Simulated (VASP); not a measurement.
Input:

```
Te
1.0
    1.88765    -3.26948     0.00000
    1.88765     3.26948     0.00000
    0.00000     0.00000     6.32109
Te
3
Direct
  0.00000   0.33448   0.66667
  0.66552   0.66552   0.00000
  0.33448   0.00000   0.33333
```

Level of theory: PBEsol GGA, VASP's PBE PAW potentials (set 64) (plane waves; VASP 6.6.1). Run with 500 eV cut-off, 9×9×5 Γ-centred mesh, first-order Methfessel-Paxton smearing of 0.10 eV, potentials Te.

Energy and stress use the plane-wave basis of the starting cell.

**Question.** The ions, cell shape and volume at an external pressure of 20.0 GPa are relaxed. Predict the relaxed structure.

**Answer.** 
```
Te
1.0
    1.75027    -3.03149     0.00000
    1.75027     3.03149     0.00000
    0.00000     0.00000     6.55097
Te
3
Direct
  0.00000   0.33388   0.66667
  0.66612   0.66612   0.00000
  0.33388   0.00000   0.33333
```
Space group R-3m (166), at a tolerance of 0.03 Å.

**Question.** How do energy and volume change from the first to the last step?

**Answer.** The energy (σ→0) changes by +254.6 meV/atom and the volume by -10.9 %, in 14 ionic steps.

The compound is Te in the trig structure. This run relaxes it under an external pressure of 20 GPa. Symmetry was kept, so distortions that lower it aren't found.
